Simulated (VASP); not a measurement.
Runs of VASP 6.6.1 on CsTaS2. Symmetry: P-6m2, No. 187, hexagonal system. The conventional cell has a = 3.542 Å, b = 3.542 Å, c = 8.268 Å, α = 90.00°, β = 90.00°, γ = 120.00°. Cs (site symmetry -6m2) has 6 S at 3.33 Å and 6 Cs at 3.54 Å as nearest neighbours. Around Ta (site symmetry -6m2) lie 6 S at 2.54 Å. S (site symmetry 3m) has 3 Ta at 2.54 Å as nearest neighbours. The cell was built by a generator and needn't be a form met in nature.

| task | level | cell | cutoff (eV) | gap on the mesh (eV) | pressure (GPa) | relaxed volume (Å³/atom) | largest force (eV/Å) |
| --- | --- | --- | --- | --- | --- | --- | --- |
| relaxation of cell and atoms | PBEsol | relaxed | 600 | 0.22 | 0.0 | 21.50 | 0.02 |
| band structure | r2SCAN | as given | 520 | (c) | -0.6 | - | (a) |
| relaxation of cell and atoms | PBE+D2 | relaxed | 600 | 0.40 | 0.0 | 21.81 | - |
| relaxation of cell and atoms | rev-vdW-DF2 | relaxed | 600 | 0.28 | 0.0 | 22.02 | 0.01 |
| relaxation of cell and atoms | revPBE | relaxed | 600 | 0.32 | 0.0 | 23.08 | 0.01 |
| relaxation of cell and atoms | PBE+D3(BJ) | relaxed | 600 | 0.28 | 0.0 | (b) | - |
| relaxation of cell and atoms | PBE+TS | relaxed | 600 | 0.34 | 0.0 | 22.27 | - |
| relaxation of cell and atoms | optB88-vdW | relaxed | 600 | 0.33 | 0.0 | 22.44 | 0.01 |

Alike in all rows: potentials or basis VASP PAW PBE potentials, release 64 (Cs_sv, Ta_pv, S); no spin polarisation; k mesh 7 × 7 × 3; smearing fermi-dirac 0.05 eV.

**Question.** Fill in the values left out.

**Answer.** (a) 0.11; (b) 21.71; (c) 0.41.

Caveats: spin-orbit coupling is left out, which moves the levels of the heavy elements; an odd mesh through Γ misses points on the zone boundary, where band edges often lie (some runs); the PAW data sets were made with another functional, which shifts forces and pressure a little (some runs); the mesh misses the band edges, which the band path finds closer together (some runs).

A k mesh can miss the band edges, and the runs leave out spin-orbit coupling on Cs, Ta.

Not every run made on this cell is shown here.
